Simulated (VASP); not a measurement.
Consider the following.

```
CELL_PARAMETERS angstrom
      0.00000     2.01252     2.01252
      2.01252     0.00000     2.01252
      2.01252     2.01252     0.00000
ATOMIC_POSITIONS crystal
  Al 0.00000 0.00000 0.00000
```

All values below come from vdW-DF-cx, VASP's PBE PAW potentials (set 64) (plane waves; VASP 6.6.1). Numerical set-up: 520 eV cut-off, Gaussian smearing of 0.050 eV, potentials Al.

Problem. Give the energies of bands 1 to 4 at the high-symmetry points, in eV from the Fermi level.

Solution. 
```tsv
band	Γ	X	U	L	W
1	-11.24	-3.00	-1.96	-4.68	-0.91
2	12.60	-1.61	-1.42	-4.41	-0.91
3	12.60	5.18	-0.38	11.44	0.12
4	12.60	5.61	6.59	11.44	1.19
```

It has no gap at this level: it comes out as a metal or semimetal.

The compound is Al in the fcc structure. It was relaxed first.
